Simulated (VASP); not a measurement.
Given:

```yaml
crystal:
  lattice:
    - [0.00000, 2.47687, 2.47687]
    - [2.47687, 0.00000, 2.47687]
    - [2.47687, 2.47687, 0.00000]
  atoms:
    - { symbol: Be, position: [0.00000, 0.00000, 0.00000] }
    - { symbol: S, position: [0.25000, 0.25000, 0.25000] }
```

These are SCAN meta-GGA, VASP's PBE PAW potentials (set 64) (plane waves; VASP 6.6.1) values and carry that method's errors. Numerical set-up: 520 eV cut-off, 9×9×9 Γ-centred mesh, Gaussian smearing of 0.050 eV, potentials Be S.

Predict the energy per atom (σ→0), pressure.

```json
{
  "energy per atom (σ→0)": "-8.229 eV/atom",
  "pressure": "-5.11 GPa"
}
```

The absolute energy has meaning only against runs of the same code, potentials and settings.

The compound is BeS in the zinc blende structure. This cell is one point of a volume scan, at 1.06 of the reference volume.
